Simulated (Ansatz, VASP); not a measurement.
# Cross-check of Ti3Pt (Ti3Pt (Pm-3n)) between VASP and Ansatz, part 2 of 2

Aim: how closely do two programs agree when they are given the same cell, functional and k mesh? The cell is taken from a series of runs on this material, whose earlier steps may have relaxed, scaled, displaced or heated it; both programs get it as it stands.

VASP 6.6.1 and Ansatz 0.2.0.

So far: Set-up; VASP: relaxation of cell and atoms, r2SCAN.

**3. Ansatz: relaxation of cell and atoms, r2SCAN**

Level of this step: Ansatz beside VASP: Kohn-Sham DFT, plane waves, r2SCAN (Ansatz).

Ansatz runs on its PAW soft_1 files.

The same cell, functional, mesh and smearing now go to Ansatz.

File input.yaml:

```yaml
crystal:
  lattice:
    - [5.0257636, 0.0, 0.0]
    - [0.0, 5.0257636, 0.0]
    - [0.0, 0.0, 5.0257636]
  atoms:
    - { symbol: Ti, position: [0.0, 0.25, 0.5] }
    - { symbol: Ti, position: [0.0, 0.75, 0.5] }
    - { symbol: Ti, position: [0.25, 0.5, 0.0] }
    - { symbol: Ti, position: [0.75, 0.5, 0.0] }
    - { symbol: Ti, position: [0.5, 0.0, 0.25] }
    - { symbol: Ti, position: [0.5, 0.0, 0.75] }
    - { symbol: Pt, position: [0.5, 0.5, 0.5] }
    - { symbol: Pt, position: [0.0, 0.0, 0.0] }
basis:
  ecutwfc: 500
  xc_grid: 2
hamiltonian:
  xc: r2scan
  pseudopotentials: { kind: paw, azcp: { folder: soft_1 } }
kpoints:
  mp_grid: { grid: [8, 8, 8] }
scf:
  occupations: { method: fermi_dirac, width: 0.05 }
  max_iter: 150
output:
  forces: true
  stress: true
relax:
  f_tol: 0.01
  max_steps: 60
  cell: {}
checkpoint:
  write: "../r2scan.run"
  compress: false
  write_wavefunctions: false
  write_every: 100000
```

Command:

```console
ansatz run input.yaml --threads 4 --pin off --max-ram 6594MiB --backend cpu --events-out ev --progress --plain --runs-dir out
```

Numbers of over 12 decimals in the logs are rounded to 6 here.

What it wrote:

```text
Engine: ansatz 0.2.0, x86_64-unknown-linux-gnu
Pseudopotentials: kind: paw
Pseudopotential: Ti, paw, valence charge 12, recommended cutoff 500 eV (meta_gga), soft_1/Ti.paw.azcp
Pseudopotential: Pt, paw, valence charge 18, recommended cutoff 500 eV (meta_gga), soft_1/Pt.paw.azcp
Functional definition: r2SCAN
  parameter k0 = 0.174
  parameter k1 = 0.065
  parameter a1 = 4.9479
  exchange = r2scan_x(k0 = k0, k1 = k1, a1 = a1)
  correlation = r2scan_c
Crystal: 8 atoms, lattice volume = 126.942 Å³
Basis set: ecut = 500 eV, 3191 PW (Γ), exchange–correlation on 80×80×80 points (8 copies of the dense FFT grid, shifted against one another)
Bands: 65, of which v1, the nominal top of the filled ones, is band 54 counted from 1 (53 counted from 0)
Symmetry: 48 space group operations
Space group: Pm-3n (ITA 223), of the structure as read, at distance tolerance 5.0e-5 Å
k-points: 35 of 512
Non-local potential: Ti, projectors of the file, l = 0: 3, l = 1: 2, l = 2: 3, l = 3: 1
Non-local potential: Pt, projectors of the file, l = 0: 3, l = 1: 2, l = 2: 2, l = 3: 1
PAW form: soft (Blöchl's): semilocal exchange-correlation on the pseudo side does not see the compensation charge
PAW frozen core: Ti, regenerated for the run's functional (the file was generated under x = pbe(κ = 0.804, μ = 0.219515), c = pbe(β = 0.066725))
PAW frozen core: Pt, regenerated for the run's functional (the file was generated under x = pbe(κ = 0.804, μ = 0.219515), c = pbe(β = 0.066725))
PAW one-centre angular grid: Ti, 590 points (default); XC on 160 Gauss nodes
PAW one-centre angular grid: Pt, 590 points (default); XC on 160 Gauss nodes
Initial density: superposition of atomic densities (chi_scale 0.1, normalization cell, long waves kept (reshape's long-wave potential 0.00 eV rms))
Initial wavefunctions: pseudopotential atomic-orbital guess
Functional: x = r2scan, c = r2scan; τ floored in thin density (d = 2e-4 eV/Å³)
SCF iter   1: F=—  HF=-40131.661955 eV  |F-HF|=—  |Δ(HF+E_count)|=         —  Δρ=2.94e-1  dr2=2.31e2  dr2_τ=1.18e1  ethr=3.10e-3  ⟨swp⟩=5.3  Hψ=7388  notcnv=0  defer=1
preconditioner: auto → Kerker (q_TF=auto, 2.656 Å⁻¹)  [metal: Δε(μ)=0.009 eV  Ē_g=3.616 eV  σ=0.050 eV  W_gap=0.04  n_scr=32 (ndim 8)  ℏωp=21.9 eV  f_vac=0.000  D(μ)=9.58/eV (n_scr^D=92)]
SCF iter   2: F=—  HF=-40110.579823 eV  |F-HF|=—  |Δ(HF+E_count)|=    2.11e1  Δρ=1.19e-1  dr2=2.46e1  dr2_τ=1.80e1  ethr=3.10e-3  ⟨swp⟩=5.0  Hψ=6889  notcnv=0  defer=68
SCF iter   3: F=—  HF=-40108.715843 eV  |F-HF|=—  |Δ(HF+E_count)|=    1.86e0  Δρ=4.74e-2  dr2=3.48e0  dr2_τ=2.72e-1  ethr=3.10e-3  ⟨swp⟩=3.2  Hψ=4836  notcnv=0  defer=48
SCF iter   4: F=—  HF=-40108.538644 eV  |F-HF|=—  |Δ(HF+E_count)|=   1.77e-1  Δρ=2.41e-2  dr2=1.33e0  dr2_τ=8.92e-2  ethr=3.10e-3  ⟨swp⟩=4.2  Hψ=5087  notcnv=0  defer=42
SCF iter   5: F=—  HF=-40108.380962 eV  |F-HF|=—  |Δ(HF+E_count)|=   1.58e-1  Δρ=5.26e-3  dr2=6.85e-2  dr2_τ=5.22e-4  ethr=1.23e-3  ⟨swp⟩=2.7  Hψ=3367  notcnv=0  defer=42
SCF iter   6: F=—  HF=-40108.374231 eV  |F-HF|=—  |Δ(HF+E_count)|=   6.73e-3  Δρ=1.66e-3  dr2=8.21e-3  dr2_τ=1.42e-4  ethr=6.34e-5  ⟨swp⟩=2.1  Hψ=2962  notcnv=0  defer=42
SCF iter   7: F=—  HF=-40108.373318 eV  |F-HF|=—  |Δ(HF+E_count)|=   9.14e-4  Δρ=6.91e-4  dr2=1.24e-3  dr2_τ=6.47e-5  ethr=7.60e-6  ⟨swp⟩=1.8  Hψ=2470  notcnv=0  defer=42
SCF iter   8: F=—  HF=-40108.373161 eV  |F-HF|=—  |Δ(HF+E_count)|=   1.56e-4  Δρ=1.67e-4  dr2=8.77e-5  dr2_τ=2.12e-6  ethr=1.15e-6  ⟨swp⟩=2.0  Hψ=2624  notcnv=0  defer=42
SCF iter   9: F=—  HF=-40108.373159 eV  |F-HF|=—  |Δ(HF+E_count)|=   2.22e-6  Δρ=5.61e-5  dr2=8.78e-6  dr2_τ=3.52e-7  ethr=8.12e-8  ⟨swp⟩=1.9  Hψ=2679  notcnv=0  defer=42
SCF iter  10: F=—  HF=-40108.373158 eV  |F-HF|=—  |Δ(HF+E_count)|=   1.18e-6  Δρ=1.29e-5  dr2=4.02e-7  dr2_τ=1.56e-8  ethr=8.13e-9  ⟨swp⟩=2.0  Hψ=2856  notcnv=0  defer=42
SCF iter  11: F=-40108.373158 eV  HF=-40108.373158 eV  |F-HF|=8.00e-10  |Δ(HF+E_count)|=   4.60e-8  Δρ=1.43e-6  dr2=2.70e-9  dr2_τ=1.55e-10  ethr=9.26e-11  ⟨swp⟩=4.0  Hψ=7039  notcnv=0
SCF 1 converged in 11 iterations: F = -40108.373158 eV  dr2 = 2.70e-9
  greatest PAW one-centre occupation: 1.000 electrons in one spin orbital (limit 2), on the Pt atom at site 7 (counted from 0), in its partial waves of l = 0
relax step   1: F+E_penalty+E_count = -40108.37315794 eV  Δ(F+E_penalty+E_count) = +0.000e0 eV  max|allowed force component| = 2.776e-17 eV/Å  Δτ_max = 0.0000 Å  P = -0.305 GPa  Ω = 126.942 Å³  (11 SCF iters, dr2 threshold 1.00e-7 eV, accepted)
[...]
relax step   2: F+E_penalty+E_count = -40108.37342706 eV  Δ(F+E_penalty+E_count) = -2.691e-4 eV  max|allowed force component| = 3.845e-17 eV/Å  Δτ_max = 0.0000 Å  P = +0.343 GPa  Ω = 126.456 Å³  energy of the carried Pulay correction = +3.240e-4 eV  (5 SCF iters, dr2 threshold 2.32e-7 eV, rejected (line search))
[...]
relax step   3: F+E_penalty+E_count = -40108.37352981 eV  Δ(F+E_penalty+E_count) = -3.719e-4 eV  max|allowed force component| = 1.142e-16 eV/Å  Δτ_max = 0.0000 Å  P = -0.001 GPa  Ω = 126.713 Å³  energy of the carried Pulay correction = +1.527e-4 eV  (7 SCF iters, accepted)
[...]
relax step   4: F+E_penalty+E_count = -40108.37338888 eV  Δ(F+E_penalty+E_count) = +1.409e-4 eV  max|allowed force component| = 1.119e-16 eV/Å  Δτ_max = 0.0000 Å  P = -0.001 GPa  Ω = 126.713 Å³  stress off target by 1.26e-3 GPa  SCF on the basis re-selected at this cell (its energy is not comparable with the rows above)  (4 SCF iters)
basis re-selected at this cell: Δ(F+E_penalty+E_count) = +1.409e-4 eV, ΔP = -0.001 GPa vs the last step (what re-selecting the basis moved, of the pressure what is left beyond the Pulay correction that the steps carried, after the strain that the cell walked since its last selection, with what the two solves' SCF thresholds leave and, on support functions, any second-order correction that the steps lacked; it is no m [...]
SCF converged after 4 iterations
Free energy (F): -40108.373389 eV
Harris-Foulkes:  -40108.373389 eV  (|F-HF|=7.28e-12)
Internal energy: -40108.298696 eV  (E = F + TS)
E sigma→0 (E₀):  -40108.336042 eV
Entropy (-TS):   -0.074693 eV (-9.337 meV/atom)
Fermi energy:    16.378959 eV
--- Per-component energies (eV) ---
  E_band       = -1346.928853
  E_kinetic    = 2882.404626
  E_local      = -8297.796010  (includes V_loc(G=0)·N_el)
  E_nonlocal   = 765.799383
  E_hartree    = 3256.814920
  E_xc         = -1118.007650
  E_vxc        = -1573.604235  (∫ρ·V_xc dr)
  E_paw        = -25323.559212  (= ΣΔE_a)
  E_vpaw       = -1740.762616  (= ΣTr[D̂ρ^β])
  E_aug_tail   = 0.001386  (compensation charges beyond the density's cutoff)
  E_vtau       = 103.399268  (kinetic-family band-sum trace: ∫τ·v_τ [+ j·A + Jᵃ·Aᵃ] dr)
  E_ewald      = -12271.972166
  E_core_change = -1.983972  (= ΣΔE_core)
  E_smearing   = -0.074693  (= −TS)
  E_closure    = 0.000000  (closes the sum)
  Σ components = -40108.373389   (vs F -40108.373389, Δ=0.00e0)
--- Forces (eV/Å), atoms counted from 1 ---
  atom   1  Ti     0.00000000     0.00000000     0.00000000
  atom   2  Ti     0.00000000    -0.00000000    -0.00000000
  atom   3  Ti    -0.00000000    -0.00000000     0.00000000
  atom   4  Ti     0.00000000     0.00000000    -0.00000000
  atom   5  Ti    -0.00000000     0.00000000    -0.00000000
  atom   6  Ti     0.00000000     0.00000000     0.00000000
  atom   7  Pt    -0.00000000    -0.00000000    -0.00000000
  atom   8  Pt     0.00000000     0.00000000     0.00000000
  max |Σ_I F_I| component: 2.08e-17 eV/Å
--- Stress (GPa, compression-positive) ---
       -0.001257       0.000000       0.000000
        0.000000      -0.001257       0.000000
        0.000000       0.000000      -0.001257
  P = ⅓ Tr σ = -0.0013 GPa (-0.013 kbar)
--- Relaxed structure (3 steps of the walk, 2 accepted, 1 SCFs on fresh bases) ---
  F+E_penalty+E_count = -40108.37338888 eV   max|allowed force component| = 1.119e-16 eV/Å   (the final SCF, on the basis selected at the relaxed cell)
  cell:  # Å, volume = 126.7128 Å³
    - [5.022733, 0, 0]
    - [0, 5.022733, 0.0]
    - [0, 0.0, 5.022733]
  atoms:
    - { symbol: Ti, position: [0, 0.25, 0.5] }
    - { symbol: Ti, position: [0, 0.75, 0.5] }
    - { symbol: Ti, position: [0.25, 0.5, 0] }
    - { symbol: Ti, position: [0.75, 0.5, 0] }
    - { symbol: Ti, position: [0.5, 0, 0.25] }
    - { symbol: Ti, position: [0.5, 0, 0.75] }
    - { symbol: Pt, position: [0.5, 0.5, 0.5] }
    - { symbol: Pt, position: [0, 0, 0] }
```

Reading the cycles: dr2 is the Hartree energy of the density residual (eV), the measure of convergence; HF is the Harris–Foulkes estimate of the energy, which meets the free energy F at convergence.

**4. Differences**

Known differences besides the potentials themselves: VASP keeps PBE cores, Ansatz makes them for the functional; the data sets hold 108 valence electrons in Ansatz (on its PAW soft_1 files) and 92 in VASP; the cutoff is 500 eV in Ansatz and 550 eV in VASP; Ansatz adds a Pulay correction to the stress that steers its cell, VASP none; in our runs with r2SCAN, forces from VASP's data set Ti_sv part from Ansatz's all-electron ones, so neither program is the reference here. Total energies have different zeros and are not compared.

The two programs side by side:

| quantity | Ansatz | VASP | difference |
| --- | --- | --- | --- |
| volume (Å³) | 126.71 | 127.13 | -0.33 % |
| edge a after relaxation, in the typed setting (Å) | 5.023 | 5.028 | -0.11 % |

**5. Results**

| Property | Result |
| --- | --- |
| difference in volume (relaxation of cell and atoms, r2SCAN) | -0.33 % |

**Reading.** The difference in volume is -0.33 % (relaxation of cell and atoms, r2SCAN), within the 1.2 % picked in this series as the mark of a large difference, as far as the stopping tolerances let one tell. The data sets hold unlike numbers of valence electrons (108 in Ansatz and 92 in VASP), so part of the differences comes from the potentials. Such differences can come from data sets, numerical settings and the points named under the comparisons, not from the functional's error against experiment.

[Lines on the potential files, build, host, timing and source positions are cut from VASP's logs without a mark.]

[Logs are printed without paths, hosts, clocks, repeated set-up lines and the standing remarks that a program may print on its own settings, such as how far it seeks lower states.]

[Hosts, paths, dates, database ids (printed as entryN), source tags and the programs' standing remarks are cut or masked in the printed files.]
